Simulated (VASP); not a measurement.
Data:

```
W
1.0
   -1.53093     1.53093     1.53093
    1.53093    -1.53093     1.53093
    1.53093     1.53093    -1.53093
W
1
Direct
  0.00000   0.00000   0.00000
```

The numbers are results of LDA (Ceperley-Alder, Perdew-Zunger), VASP's LDA PAW potentials (set 64) (plane waves; VASP), not measurements. Settings: 500 eV cut-off, 17×17×17 Γ-centred mesh, first-order Methfessel-Paxton smearing of 0.10 eV, potentials W_sv.

Energy and stress use the plane-wave basis of the starting cell.

Problem. The ions, cell shape and volume at an external pressure of 45.0 GPa are relaxed. What does this cell relax into?

Solution. 
```
W
1.0
   -1.51529     1.51529     1.51529
    1.51529    -1.51529     1.51529
    1.51529     1.51529    -1.51529
W
1
Direct
  0.00000   0.00000   0.00000
```
Space group Im-3m (229), at a tolerance of 0.03 Å.

Problem. How do energy and volume change from the first to the last step?

Solution. The energy (σ→0) changes by +101.5 meV/atom and the volume by -3.0 %, in 5 ionic steps.

The compound is W in the bcc structure. This run relaxes it under an external pressure of 45 GPa. Symmetry was kept, so distortions that lower it aren't found.
